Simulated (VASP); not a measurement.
Input:

```yaml
crystal:
  lattice:
    - [0.00000, 2.57698, 2.57698]
    - [2.57698, 0.00000, 2.57698]
    - [2.57698, 2.57698, 0.00000]
  atoms:
    - { symbol: Ru, position: [0.00000, 0.00000, 0.00000] }
    - { symbol: P, position: [0.25000, 0.25000, 0.25000] }
```

The numbers are results of PBEsol GGA, VASP's PBE PAW potentials (set 64) (plane waves; VASP 6.6.1), not measurements. Settings: 400 eV cut-off, 14×14×14 Γ-centred mesh, tetrahedra with Blöchl corrections, potentials Ru_pv P.

Q: Predict the energy per atom (σ→0), band gap (on the k-mesh) with the smallest direct gap where there is one.

A: 
```yaml
band gap (on the k-mesh): none (metal, semimetal or under 0.01 eV)
energy per atom (σ→0): -791.9 kJ/mol of atoms
```

The structure was generated: RuP was put into the zinc blende type (F-43m), which need not be its known phase. It was relaxed first, which changed the volume by -31 %. The electron count is odd and the run is not spin-polarised, which forces a metal.
